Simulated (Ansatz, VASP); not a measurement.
# SrMgNCl in two plane-wave programs, part 2 of 2

Wanted: the spread between two codes on one cell, functional and k mesh. The cell is invented: As first built, before any earlier steps moved the atoms (in the runner's words): Sr for half of the Mg in the Mg2NCl structure of space group R-3m. It may not be a known or stable phase. The cell is taken from a series of runs on this material, whose earlier steps may have relaxed, scaled, displaced or heated it; both programs get it as it stands.

VASP 6.6.1 and Ansatz 0.2.0.

So far: Set-up; Ansatz: relaxation of cell and atoms, PBEsol.

**3. VASP: relaxation of cell and atoms, PBEsol**

Level of this step: PBEsol; plane waves and PAW (Mg, Sr_sv, N, Cl); invented cell (VASP).

The same cell, functional, mesh and smearing now go to VASP, with its own data sets.

Lines of VASP's logs that name or quote its potential files are left out, and so is its time.

Contents of INCAR:

```
SYSTEM = SrMgNCl
PREC = Accurate
ENCUT = 600
EDIFF = 1E-07
NELM = 120
ISMEAR = 0
SIGMA = 0.03
LREAL = .FALSE.
ALGO = Normal
GGA = PS
NBANDS = 18
LORBIT = 11
LWAVE = .FALSE.
LCHARG = .FALSE.
ISIF = 3
IBRION = 2
NSW = 80
EDIFFG = -0.005
LASPH = .TRUE.
GGA_COMPAT = .FALSE.
NELMIN = 4
EFERMI = MIDGAP
```

Contents of POSCAR:

```
SrMgNCl
1.0
    1.7926680000      1.0349970000      6.4801360000
   -1.7926680000      1.0349970000      6.4801360000
    0.0000000000     -2.0699950000      6.4801360000
Mg Sr N Cl
1 1 1 1
Direct
    0.2228150097      0.2228150097      0.2228149021
    0.7771850484      0.7771850484      0.7771846730
    0.5000000291      0.5000000291      0.4999997875
    0.0000000000      0.0000000000      0.0000000000
```

Contents of KPOINTS:

```
Automatic mesh
0
Gamma
8 8 8
0 0 0
```

PAW data sets: Mg, Sr_sv, N and Cl (PBE family, release 64).

Started as:

```sh
$ mpirun -np 1 vasp_std
```

Numbers of over 12 decimals in the logs are rounded to 6 here.

Output:

```text
[banner, memory and clock lines left out]
running    1 mpi-ranks, on    1 nodes
 distrk:  each k-point on    1 cores,    1 groups
 distr:  one band on    1 cores,    1 groups

 POSCAR found type information on POSCAR MgSrN Cl
 POSCAR found :  4 types and       4 ions
|                                                                             |
|               ----> ADVICE to this user running VASP <----                  |
|                                                                             |
|     You enforced a specific xc type in the INCAR file but a different       |
|     [... a line on the potential file left out ...]
|     I HOPE YOU KNOW WHAT YOU ARE DOING!                                     |
|                                                                             |

 LDA part: xc-table for (Slater+PW92), standard interpolation
 POSCAR, INCAR and KPOINTS ok, starting setup
 FFT: planning ... GRIDC
 FFT: planning ... GRID_SOFT
 FFT: planning ... GRID
 WAVECAR not read
 entering main loop
       N       E                     dE             d eps       ncg     rms          rms(c)
DAV:   1     0.130945130945E+03    0.13095E+03   -0.12474E+04  2340   0.132E+03
DAV:   2    -0.138158610888E+02   -0.14476E+03   -0.14147E+03  3042   0.266E+02
DAV:   3    -0.232679047058E+02   -0.94520E+01   -0.94203E+01  4044   0.647E+01
DAV:   4    -0.233928474098E+02   -0.12494E+00   -0.12484E+00  3236   0.667E+00
DAV:   5    -0.233971870797E+02   -0.43397E-02   -0.43393E-02  3492   0.861E-01    0.335E+01
DAV:   6    -0.191748180707E+02    0.42224E+01   -0.18495E+01  2684   0.280E+01    0.262E+01
DAV:   7    -0.189086311160E+02    0.26619E+00   -0.24153E+00  3004   0.899E+00    0.103E+01
DAV:   8    -0.188007126595E+02    0.10792E+00   -0.29376E-01  3148   0.384E+00    0.113E+00
DAV:   9    -0.187922622285E+02    0.84504E-02   -0.48953E-02  3172   0.130E+00    0.660E-01
DAV:  10    -0.187903833933E+02    0.18788E-02   -0.14290E-02  3060   0.768E-01    0.150E-01
DAV:  11    -0.187899551503E+02    0.42824E-03   -0.35433E-03  3384   0.320E-01    0.119E-01
DAV:  12    -0.187899715793E+02   -0.16429E-04   -0.28710E-04  2888   0.111E-01    0.490E-02
DAV:  13    -0.187899578586E+02    0.13721E-04   -0.86534E-05  3238   0.598E-02    0.109E-02
DAV:  14    -0.187899585545E+02   -0.69594E-06   -0.73009E-06  2716   0.189E-02    0.748E-03
DAV:  15    -0.187899584366E+02    0.11794E-06   -0.80596E-07  3398   0.627E-03    0.152E-03
DAV:  16    -0.187899584028E+02    0.33815E-07   -0.14420E-07  1996   0.268E-03
   1 F= -.18789958E+02 E0= -.18789958E+02  d E =-.187900E+02
[... from here on, the cycles between the ionic steps are left out ...]
   2 F= -.19150898E+02 E0= -.19150898E+02  d E =-.360940E+00
   6 F= -.19261037E+02 E0= -.19261037E+02  d E =-.741208E-02
   7 F= -.19266026E+02 E0= -.19266026E+02  d E =-.124011E-01
   8 F= -.19270208E+02 E0= -.19270208E+02  d E =-.418164E-02
   9 F= -.19271013E+02 E0= -.19271013E+02  d E =-.498648E-02
  10 F= -.19271633E+02 E0= -.19271633E+02  d E =-.620371E-03
  11 F= -.19271887E+02 E0= -.19271887E+02  d E =-.874028E-03
  12 F= -.19271986E+02 E0= -.19271986E+02  d E =-.988987E-04
  13 F= -.19271988E+02 E0= -.19271988E+02  d E =-.100626E-03
  14 F= -.19271988E+02 E0= -.19271988E+02  d E =-.100592E-03
 curvature:  -1.01 expect dE=-0.438E-05 dE for cont linesearch -0.381E-07
 ZBRENT: bracketing found
 ZBRENT: accuracy reached
 trial: gam= 0.05860 g(F)=  0.244E-05 g(S)=  0.192E-05 ort =-0.214E-05 (trialstep = 0.157E+01)
 search vector abs. value=  0.452E-05
 bond charge predicted
       N       E                     dE             d eps       ncg     rms          rms(c)
DAV:   1    -0.192720067172E+02   -0.19202E-04   -0.11746E-03  2340   0.248E-01    0.309E-02
DAV:   2    -0.192719930970E+02    0.13620E-04   -0.62816E-05  3160   0.525E-02    0.123E-02
DAV:   3    -0.192719895849E+02    0.35121E-05   -0.92931E-06  4134   0.190E-02    0.884E-03
DAV:   4    -0.192719897640E+02   -0.17910E-06   -0.10977E-06  3840   0.555E-03    0.669E-03
DAV:   5    -0.192719903335E+02   -0.56956E-06   -0.42587E-07  3702   0.304E-03    0.266E-03
DAV:   6    -0.192719906174E+02   -0.28391E-06   -0.18779E-07  2542   0.230E-03    0.373E-04
DAV:   7    -0.192719906297E+02   -0.12221E-07   -0.19237E-08  1222   0.896E-04
  15 F= -.19271991E+02 E0= -.19271991E+02  d E =-.311460E-05
 trial-energy change:   -0.000003  1 .order   -0.000003   -0.000007    0.000000
 step:   1.4957(harm=  1.4957)  dis= 0.00032  next Energy=   -19.271991 (dE=-0.316E-05)
 reached required accuracy - stopping structural energy minimisation
```

From OUTCAR (step 3):

```text
ion  position               nearest neighbor table
   1  0.223  0.223  0.223-   3 2.34   3 2.34   3 2.34   4 2.98   4 2.98   4 2.98   2 3.01   2 3.01
                             2 3.01
   2  0.777  0.777  0.777-   3 2.34   3 2.34   3 2.34   4 2.98   4 2.98   4 2.98   1 3.01   1 3.01
                             1 3.01
   3  0.500  0.500  0.500-   1 2.34   1 2.34   2 2.34   2 2.34   2 2.34   1 2.34
   4  0.000  0.000  0.000-   2 2.98   2 2.98   2 2.98   1 2.98   1 2.98   1 2.98

  LATTYP: Found a trigonal (rhomboedric) cell.
 ALAT       =     6.8027229788
 COS(alpha) =     0.8611121816

 Subroutine GETGRP returns: Found  6 space group operations
 (whereof  6 operations were pure point group operations)

The static configuration has the point symmetry C_3v.

 Found     65 irreducible k-points:

   k-points           NKPTS =     65   k-points in BZ     NKDIM =     65   number of bands    NBANDS=     18

   dimension x,y,z NGX =    54 NGY =   54 NGZ =   54
   dimension x,y,z NGXF=   108 NGYF=  108 NGZF=  108

   ENCUT  =  600.0 eV  44.10 Ry    6.64 a.u.  13.59 13.59 13.59*2*pi/ulx,y,z

   NELECT =      24.0000    total number of electrons

 k-points in reciprocal lattice and weights: Automatic mesh
   0.00000000  0.00000000  0.00000000       0.002
   0.12500000  0.00000000  0.00000000       0.012
   0.25000000  0.00000000  0.00000000       0.012
   0.37500000  0.00000000  0.00000000       0.012
   0.50000000  0.00000000  0.00000000       0.006
   0.12500000  0.12500000  0.00000000       0.012
   0.25000000  0.12500000  0.00000000       0.023
   0.37500000  0.12500000  0.00000000       0.023
   0.50000000  0.12500000  0.00000000       0.023
[...]
-0.37500000  0.50000000  0.37500000       0.012
   0.50000000  0.50000000  0.50000000       0.002

 average (electrostatic) potential at core
       1 -36.6591       2 -35.7886       3 -62.7296       4 -92.8594

 E-fermi :   4.2424

 k-point     1 :       0.0000    0.0000    0.0000
  band No.  band energies     occupation
    ...
      8       0.4508      2.00000
      9       0.4508      2.00000
     10       2.3917      2.00000
     11       3.1213      2.00000
     12       3.1213      2.00000
     13       5.3635      0.00000
     14       7.7145      0.00000
     15       8.7895      0.00000
     16       8.7895      0.00000
     17       8.8668      0.00000
    ...

 k-point     2 :       0.1250    0.0000    0.0000
  band No.  band energies     occupation
    ...
      8       0.0055      2.00000
      9       0.3627      2.00000
     10       2.2772      2.00000
     11       2.7270      2.00000
     12       3.0909      2.00000
     13       6.0545      0.00000
     14       7.6445      0.00000
     15       8.4665      0.00000
     16       9.0516      0.00000
     17       9.1727      0.00000
    ...

 k-point     3 :       0.2500    0.0000    0.0000
  band No.  band energies     occupation
    ...
      8      -0.8877      2.00000
      9       0.1567      2.00000
     10       1.7296      2.00000
     11       2.5790      2.00000
     12       3.0153      2.00000
     13       6.7940      0.00000
     14       7.1909      0.00000
     15       8.6715      0.00000
     16       9.6750      0.00000
     17       9.7885      0.00000
    ...

  Total        0.0007511      0.0007511      0.0033010      0.0000000     -0.0000000      0.0000000
  in kB        0.0168219      0.0168219      0.0739269      0.0000000     -0.0000000      0.0000000
  external PRESSURE =       0.0358569 kB  Pullay stress =       0.0000000 kB

  energy-cutoff  :      600.00
  volume of cell :       71.54
      direct lattice vectors                 reciprocal lattice vectors
     1.781663137  1.028643341  6.505995294     0.280636665  0.162025657  0.051234803
    -1.781663137  1.028643341  6.505995294    -0.280636665  0.162025657  0.051234803
     0.000000000 -2.057287678  6.505995294     0.000000000 -0.324051313  0.051234778

 POSITION                                       TOTAL-FORCE (eV/Angst)
 -----------------------------------------------------------------------------------
      0.00000     -0.00000      4.38798        -0.000000     -0.000000      0.001154
      0.00000      0.00000     15.06078         0.000000     -0.000000      0.000067
      0.00000     -0.00000      9.98089        -0.000000      0.000000     -0.000417
      0.00000     -0.00000     19.36531        -0.000000      0.000000     -0.000803
 -----------------------------------------------------------------------------------
    total drift:                               -0.000000     -0.000840      0.000029

  FREE ENERGIE OF THE ION-ELECTRON SYSTEM (eV)
  ---------------------------------------------------
  free  energy   TOTEN  =       -19.2719906297 eV

  energy  without entropy=      -19.2719906297  energy(sigma->0) =      -19.27199063

 reached required accuracy - stopping structural energy minimisation

 total charge
# of ion       s       p       d       tot
------------------------------------------
    1        0.157   0.136   0.038   0.330
    2        2.032   5.766   0.344   8.142
    3        1.227   2.365   0.000   3.593
    4        1.586   3.544   0.000   5.130
--------------------------------------------------
tot          5.002  11.811   0.382  17.195

[... 3 further parts left out ...]
```

CONTCAR:

```
SrMgNCl
   1.00000000000000
     1.7816631368567792    1.0286433411209743    6.5059952940868522
    -1.7816631368567792    1.0286433411209743    6.5059952940868522
     0.0000000000000000   -2.0572876781025213    6.5059952944518447
  Mg              Sr              N               Cl
     1     1     1     1
Direct
     0.2248173898723076    0.2248173898723076    0.2248172822660426
     0.7716363288373789    0.7716363288373789    0.7716359534452639
     0.5113688921896312    0.5113688921896312    0.5113686505949175
     0.9921774763006818    0.9921774763006818    0.9921774762937767
```

**4. Side by side**

Known differences besides the potentials themselves: the data sets hold 32 valence electrons in Ansatz (on its default PAW (the set named soft_2) files) and 24 in VASP; the cutoff is 420 eV in Ansatz and 600 eV in VASP; Ansatz makes its cores anew for this functional, VASP keeps those of its PBE data sets; Ansatz adds a Pulay correction to the stress that steers its cell, VASP none. Total energies have different zeros and are not compared.

Compared:

```tsv
quantity	Ansatz	VASP	difference
volume (Å³)	71.45	71.54	-0.13 %
edge a after relaxation, in the typed setting (Å)	6.820	6.824	-0.05 %
```

**5. Outcome**

| Quantity | Value |
| --- | --- |
| difference in volume (relaxation of cell and atoms, PBEsol) | -0.13 % |

The difference in volume is -0.13 % (relaxation of cell and atoms, PBEsol), within the 1.2 % picked in this series as the mark of a large difference, as far as the stopping tolerances let one tell. The data sets hold unlike numbers of valence electrons (32 in Ansatz and 24 in VASP), so part of the differences comes from the potentials. How closely two codes agree says nothing of how well the functional describes the real material.

[Lines on the potential files, build, host, timing and source positions are cut from VASP's logs without a mark.]

[Logs are printed without paths, hosts, clocks, repeated set-up lines and the standing remarks that a program may print on its own settings, such as how far it seeks lower states.]

[Hosts, paths, dates, database ids (printed as entryN), source tags and the programs' standing remarks are cut or masked in the printed files.]
